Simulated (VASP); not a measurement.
Here is the system:

```xyz
2
Lattice="0.0000 3.3275 3.3275 3.3275 0.0000 3.3275 3.3275 3.3275 0.0000" Properties=species:S:1:pos:R:3 pbc="T T T"
Cd     0.0000     0.0000     0.0000
Te     1.6637     1.6637     1.6637
```

The numbers are results of AM05 GGA, VASP's PBE PAW potentials (set 64) (plane waves; VASP), not measurements. Run with 520 eV cut-off, 7×7×7 Γ-centred mesh, Gaussian smearing of 0.050 eV, potentials Cd Te.

Give the stress tensor in GPa (positive for a compressed cell).

```
-1.96   0.00   0.00
 0.00  -1.96   0.00
 0.00   0.00  -1.96
```
The pressure is its mean diagonal, -1.96 GPa.

The compound is CdTe in the zinc blende structure. This cell is one point of a volume scan, at 1.06 of the reference volume.
